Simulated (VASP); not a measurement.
TeP2: single point with PBE

The system is TeP2.

```
Te P
1.0
     4.78070   -2.71151    0.00000
     4.78070    2.71151    0.00000
     0.00000    0.00000    5.03270
Te P
2 4
Direct
  0.82247 0.17753 0.75000
  0.17753 0.82247 0.25000
  0.47566 0.84634 0.75000
  0.15366 0.52434 0.75000
  0.84634 0.47566 0.25000
  0.52434 0.15366 0.25000
```

The cell was built by a generator and needn't be a form met in nature.

The cell isn't the ideal one: species swapped into the AlAg2 type (Cmcm, No. 63).

```yaml
Program: VASP 6.6.1
Task: single point
Functional: PBE
Potentials_or_basis: VASP PAW PBE potentials, release 64 (Te, P)
Cutoff: 520 eV
k_mesh: 4 × 4 × 4
Occupations: gaussian, width 0.1 eV
Spin: no spin polarisation
```

```
Pressure               : -6.5 GPa
Largest force          : 0.874 eV/Å
Band gap on the k mesh : none (metal or under the smearing width)
```

Forces on the atoms (eV/Å):
```
Te   0.000  0.874  0.000
Te   0.000 -0.874  0.000
P   -0.059  0.094  0.000
P    0.059  0.094  0.000
P   -0.059 -0.094  0.000
P    0.059 -0.094  0.000
```

Stress tensor (GPa, compression positive):
```
-6.51  0.00  0.00
 0.00 -5.81  0.00
 0.00  0.00 -7.22
```

Levels at points of the mesh, in eV from the Fermi level:
```csv
k point,band 14,band 15,band 16,band 17,band 18,band 19
"(0.00, 0.00, 0.00)",-1.90,-1.30,-1.07,-1.02,-0.92,-0.79
"(0.50, 0.00, 0.00)",-1.61,-1.52,-0.75,-0.03,1.13,1.18
"(0.50, 0.50, 0.00)",-1.50,-1.03,-0.35,0.29,0.91,1.05
"(0.00, 0.00, 0.50)",-3.15,-1.07,-1.07,2.31,2.31,2.41
"(0.50, 0.00, 0.50)",-0.31,-0.14,-0.14,0.90,0.90,1.08
"(0.50, 0.50, 0.50)",-0.04,0.17,0.17,0.74,0.74,0.95
```

Run time: 47 s on 1 thread of AMD EPYC 9R45 (Zen 5) (shared host), peak memory 0.22 GiB.

The run has no spin-orbit coupling, so splittings on Te are missing.
